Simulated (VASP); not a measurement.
Data:

```yaml
crystal:
  lattice:
    - [5.27794, 2.63897, 2.63897]
    - [2.63897, 5.27794, 2.63897]
    - [2.63897, 2.63897, 5.27794]
  atoms:
    - { symbol: Mn, position: [0.00000, 0.00000, 0.00000], spin: 5.0 }
    - { symbol: Mn, position: [0.50000, 0.50000, 0.50000], spin: -5.0 }
    - { symbol: S, position: [0.25000, 0.25000, 0.25000] }
    - { symbol: S, position: [0.75000, 0.75000, 0.75000] }
```

All values below come from PBE GGA, VASP's PBE PAW potentials (set 64) (plane waves; VASP). Settings: 300 eV cut-off, 5×5×5 Γ-centred mesh, Fermi-Dirac smearing of 0.010 eV, potentials Mn_pv S.

At this cut-off the stress carries a Pulay error, which pulls relaxed volumes low.

Task: Give the stress tensor in GPa (positive for a compressed cell).

Result: 
```
-5.85  -0.23  -0.23
-0.23  -5.85  -0.23
-0.23  -0.23  -5.85
```
The pressure is its mean diagonal, -5.85 GPa.

The structure is a typed MnS crystal. The cell was not relaxed at this level.
